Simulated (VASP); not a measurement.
Given:

```
CELL_PARAMETERS angstrom
      1.48655    -2.57479     0.00000
      1.48655     2.57479     0.00000
      0.00000     0.00000     5.48922
ATOMIC_POSITIONS crystal
  Cd 0.33333 0.66667 0.25000
  Cd 0.66667 0.33333 0.75000
```

Calculation: MS2 meta-GGA, VASP's PBE PAW potentials (set 64) (plane waves; VASP). Numerical set-up: 520 eV cut-off, 16×16×8 Γ-centred mesh, tetrahedra with Blöchl corrections, potentials Cd.

Question: Give the energies of bands 11 to 15 at the high-symmetry points, in eV from the Fermi level.

Answer: 
```
band      Γ      M      K      A      L     H
----  -----  -----  -----  -----  -----  ----
11    -8.55  -2.54  -0.02  -7.55  -1.72  0.91
12    -3.19  -1.93  -0.02  -7.55  -1.72  0.91
13    -2.70   2.23   0.23   4.20   0.19  1.75
14    11.48   3.06   4.54   4.20   0.19  1.75
15    14.58   3.64   5.31  14.94   8.60  1.78
```

It has no gap at this level: it comes out as a metal or semimetal.

The compound is Cd in the hcp structure. It was relaxed first.
